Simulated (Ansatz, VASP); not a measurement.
**Cross-check of Ge (Germanium) between VASP and Ansatz**

Wanted: the spread between two codes on one cell, functional and k mesh. The cell is taken from a series of VASP runs on this material, whose earlier steps may have relaxed, scaled or displaced it; both programs get it as it stands.

Main program and level: Ansatz 0.2.0; plane waves, with VASP 6.6.1 beside it; band structure at HSE06 and band structure at PBE0.

## Step 1: Set-up

The structure is cubic, space group Fd-3m (No. 227). The conventional cell has a = 5.658 Å, b = 5.658 Å, c = 5.658 Å, α = 90.00°, β = 90.00°, γ = 90.00°. Nearest to Ge lie 4 Ge at 2.45 Å.

Structure file:

```xyz
2
Lattice="0.0000 2.8289 2.8289 2.8289 0.0000 2.8289 2.8289 2.8289 0.0000" Properties=species:S:1:pos:R:3 pbc="T T T"
Ge    4.2434    4.2434    4.2434
Ge    2.8289    2.8289    2.8289
```

## Step 2: VASP: band structure, HSE06

Levels along a path test the potential and the projectors away from the mesh points.

Lines of VASP's logs that name or quote its potential files are left out, and so is its time.

The run reads the wave functions of an earlier VASP run, which isn't shown here.

INCAR

```
SYSTEM = Ge
PREC = Accurate
ENCUT = 360
EDIFF = 1E-06
NELM = 100
ISMEAR = 0
SIGMA = 0.03
LREAL = .FALSE.
ALGO = Normal
LHFCALC = .TRUE.
AEXX = 0.25
GGA = PE
HFSCREEN = 0.2
LASPH = .TRUE.
NBANDS = 20
PRECFOCK = Fast
LORBIT = 11
LWAVE = .FALSE.
LCHARG = .FALSE.
KPAR = 8
```

POSCAR

```
Ge
1.0
    0.0000000000      2.8289100000      2.8289100000
    2.8289100000      0.0000000000      2.8289100000
    2.8289100000      2.8289100000      0.0000000000
Ge
2
Direct
    0.7500000000      0.7500000000      0.7500000000
    0.5000000000      0.5000000000      0.5000000000
```

KPOINTS

```
Automatic mesh
0
Gamma
5 5 5
0 0 0
```

KPOINTS_OPT

```
Line mode
10
Line-mode
Reciprocal
  0.00000000   0.00000000   0.00000000 GAMMA
  0.50000000   0.00000000   0.50000000 X

  0.50000000   0.00000000   0.50000000 X
  0.50000000   0.25000000   0.75000000 W

  0.50000000   0.25000000   0.75000000 W
  0.37500000   0.37500000   0.75000000 K

  0.37500000   0.37500000   0.75000000 K
  0.00000000   0.00000000   0.00000000 GAMMA

  0.00000000   0.00000000   0.00000000 GAMMA
  0.50000000   0.50000000   0.50000000 L

  0.50000000   0.50000000   0.50000000 L
  0.62500000   0.25000000   0.62500000 U

  0.62500000   0.25000000   0.62500000 U
  0.50000000   0.25000000   0.75000000 W

  0.50000000   0.25000000   0.75000000 W
  0.50000000   0.50000000   0.50000000 L

  0.50000000   0.50000000   0.50000000 L
  0.37500000   0.37500000   0.75000000 K

  0.62500000   0.25000000   0.62500000 U
  0.50000000   0.00000000   0.50000000 X
```

Potentials, in the order of the species: Ge_d (PBE family, release 64).

Launch:

```bash
$ mpirun -np 8 vasp_std
```

Numbers of over 12 decimals in the logs are rounded to 6 here.

Log:

```text
[banner, memory and clock lines left out]
running    8 mpi-ranks, on    1 nodes
 distrk:  each k-point on    1 cores,    8 groups
 distr:  one band on    1 cores,    1 groups

 POSCAR found type information on POSCAR Ge
 POSCAR found :  1 types and       2 ions
|                                                                             |
|           W    W    AA    RRRRR   N    N  II  N    N   GGGG   !!!           |
|           W    W   A  A   R    R  NN   N  II  NN   N  G    G  !!!           |
|           W    W  A    A  R    R  N N  N  II  N N  N  G       !!!           |
|           W WW W  AAAAAA  RRRRR   N  N N  II  N  N N  G  GGG   !            |
|           WW  WW  A    A  R   R   N   NN  II  N   NN  G    G                |
|           W    W  A    A  R    R  N    N  II  N    N   GGGG   !!!           |
|                                                                             |
|     For optimal performance we recommend to set                             |
|       NCORE = 2 up to number-of-cores-per-socket                            |
|     NCORE specifies how many cores store one orbital (NPAR=cpu/NCORE).      |
|     This setting can greatly improve the performance of VASP for DFT.       |
|     The default, NCORE=1 might be grossly inefficient on modern             |
|     multi-core architectures or massively parallel machines. Do your        |
|     Unfortunately you need to use the default for GW and RPA                |
|     calculations (for HF NCORE is supported but not extensively tested      |
|     yet).                                                                   |
|                                                                             |

 LDA part: xc-table for (Slater+PW92), standard interpolation
 found WAVECAR, reading the header
 POSCAR, INCAR and KPOINTS ok, starting setup
 FFT: planning ... GRIDC
 FFT: planning ... GRID_SOFT
 FFT: planning ... GRID
 reading WAVECAR
 the WAVECAR file was read successfully
 initial charge from wavefunction
 entering main loop
       N       E                     dE             d eps       ncg     rms          rms(c)
DAV:   1    -0.106377159216E+02   -0.10638E+02   -0.20248E+00   532   0.252E+01    0.136E+00
DAV:   2    -0.106342085367E+02    0.35074E-02   -0.65354E-02   484   0.341E+00    0.980E-01
DAV:   3    -0.106303677718E+02    0.38408E-02   -0.11089E-02   552   0.189E+00    0.654E-01
DAV:   4    -0.106298526734E+02    0.51510E-03   -0.12942E-03   484   0.614E-01    0.404E-01
DAV:   5    -0.106296940151E+02    0.15866E-03   -0.12004E-04   468   0.161E-01    0.244E-01
DAV:   6    -0.106296315866E+02    0.62428E-04   -0.20208E-05   424   0.526E-02    0.145E-01
DAV:   7    -0.106296055612E+02    0.26025E-04   -0.71617E-06   348   0.229E-02    0.857E-02
DAV:   8    -0.106295951708E+02    0.10390E-04   -0.28310E-06   348   0.125E-02    0.503E-02
DAV:   9    -0.106295913358E+02    0.38350E-05   -0.10004E-06   340   0.668E-03    0.295E-02
DAV:  10    -0.106295888189E+02    0.25169E-05   -0.38305E-07   268   0.448E-03    0.173E-02
DAV:  11    -0.106295880992E+02    0.71969E-06   -0.16023E-07   212   0.298E-03
   1 F= -.10629588E+02 E0= -.10629588E+02  d E =-.379526E-27
 Start KPOINTS_OPT (optional k-point list driver)
k-point batch [1-10\100]
       N       E                     dE             ncg
DAV:   1    -0.268842080959E+04   -0.66930E+04      428
DAV:   2    -0.442644472248E+04   -0.17380E+04      404
DAV:   3    -0.466802003361E+04   -0.24158E+03      448
DAV:   4    -0.467721634819E+04   -0.91963E+01      452
DAV:   5    -0.467736996730E+04   -0.15362E+00      464
DAV:   6    -0.467737346064E+04   -0.34933E-02      460
DAV:   7    -0.467737359203E+04   -0.13138E-03      472
DAV:   8    -0.467737359808E+04   -0.60469E-05      440
DAV:   9    -0.467737359837E+04   -0.29330E-06      300
[...]
k-point batch [91-100\100]
       N       E                     dE             ncg
DAV:   1    -0.279177396542E+04   -0.11450E+05      460
DAV:   2    -0.454321954389E+04   -0.17514E+04      400
DAV:   3    -0.477412398073E+04   -0.23090E+03      460
DAV:   4    -0.478229267479E+04   -0.81687E+01      444
DAV:   5    -0.478243244226E+04   -0.13977E+00      456
DAV:   6    -0.478243552426E+04   -0.30820E-02      464
DAV:   7    -0.478243563547E+04   -0.11121E-03      464
DAV:   8    -0.478243564065E+04   -0.51832E-05      432
DAV:   9    -0.478243564092E+04   -0.26187E-06      296
```

OUTCAR, selected parts (step 2):

```text
ion  position               nearest neighbor table
   1  0.750  0.750  0.750-   2 2.45   2 2.45   2 2.45   2 2.45
   2  0.500  0.500  0.500-   1 2.45   1 2.45   1 2.45   1 2.45

  LATTYP: Found a face centered cubic cell.
 ALAT       =     5.6578200000

 Subroutine GETGRP returns: Found 48 space group operations
 (whereof 24 operations were pure point group operations)

The static configuration has the point symmetry T_d .
 The point group associated with its full space group is O_h .

 Found     10 irreducible k-points:

   k-points           NKPTS =     10   k-points in BZ     NKDIM =    125   number of bands    NBANDS=     20

   dimension x,y,z NGX =    28 NGY =   28 NGZ =   28
   dimension x,y,z NGXF=    56 NGYF=   56 NGZF=   56

   ENCUT  =  360.0 eV  26.46 Ry    5.14 a.u.   6.19  6.19  6.19*2*pi/ulx,y,z

   NELECT =      28.0000    total number of electrons

 k-points in reciprocal lattice and weights: Automatic mesh
   0.00000000  0.00000000  0.00000000       0.008
   0.20000000  0.00000000  0.00000000       0.064
   0.40000000  0.00000000  0.00000000       0.064
   0.20000000  0.20000000  0.00000000       0.048
   0.40000000  0.20000000  0.00000000       0.192
  -0.40000000  0.20000000  0.00000000       0.192
  -0.20000000  0.20000000  0.00000000       0.096
   0.40000000  0.40000000  0.00000000       0.048
  -0.40000000  0.40000000  0.00000000       0.096
  -0.40000000  0.40000000  0.20000000       0.192

  exchange ACFDT corr.  =         0.00000000  see jH, gK, PRB 81, 115126

 average (electrostatic) potential at core
       1 -67.2667       2 -67.2667

 E-fermi :   4.8933

 k-point     1 :       0.0000    0.0000    0.0000
  band No.  band energies     occupation
    ...
     10     -23.0014      2.00000
     11      -9.3781      2.00000
     12       4.6701      2.00000
     13       4.6702      2.00000
     14       4.6702      2.00000
     15       5.5958      0.00000
     16       7.9146      0.00000
     17       7.9147      0.00000
     18       7.9147      0.00000
     19      11.9229      0.00000
    ...

 k-point     2 :       0.2000    0.0000    0.0000
  band No.  band energies     occupation
    ...
     10     -22.9869      2.00000
     11      -8.8437      2.00000
     12       0.6814      2.00000
     13       3.9610      2.00000
     14       3.9610      2.00000
     15       6.2475      0.00000
     16       8.8412      0.00000
     17       8.8412      0.00000
     18      10.3001      0.00000
     19      13.6043      0.00000
    ...

 k-point     3 :       0.4000    0.0000    0.0000
  band No.  band energies     occupation
    ...
     10     -22.9787      2.00000
     11      -7.4684      2.00000
     12      -2.9181      2.00000
     13       3.2447      2.00000
     14       3.2447      2.00000
     15       5.6110      0.00000
     16       9.1886      0.00000
     17       9.1886      0.00000
     18      12.7467      0.00000
     19      14.5318      0.00000
    ...

  energy-cutoff  :      360.00
  volume of cell :       45.28
      direct lattice vectors                 reciprocal lattice vectors
     0.000000000  2.828910000  2.828910000    -0.176746521  0.176746521  0.176746521
     2.828910000  0.000000000  2.828910000     0.176746521 -0.176746521  0.176746521
     2.828910000  2.828910000  0.000000000     0.176746521  0.176746521 -0.176746521

 POSITION                                       TOTAL-FORCE (eV/Angst)
 -----------------------------------------------------------------------------------
      4.24336      4.24336      4.24336         0.000000      0.000000      0.000000
      2.82891      2.82891      2.82891        -0.000000     -0.000000     -0.000000
 -----------------------------------------------------------------------------------
    total drift:                               -0.000000      0.000000      0.000000

  FREE ENERGIE OF THE ION-ELECTRON SYSTEM (eV)
  ---------------------------------------------------
  free  energy   TOTEN  =       -10.6295880992 eV

  energy  without entropy=      -10.6295880992  energy(sigma->0) =      -10.62958810

 total charge
# of ion       s       p       d       tot
------------------------------------------
    1        1.105   1.304  10.026  12.435
    2        1.105   1.304  10.026  12.435
--------------------------------------------------
tot          2.209   2.609  20.053  24.871

[... 3 further parts left out ...]
```

(Part 1 of 2 ends here.)

[Lines on the potential files, build, host, timing and source positions are cut from VASP's logs without a mark.]

[Logs are printed without paths, hosts, clocks, repeated set-up lines and the standing remarks that a program may print on its own settings, such as how far it seeks lower states.]

[Hosts, paths, dates, database ids (printed as entryN), source tags and the programs' standing remarks are cut or masked in the printed files.]
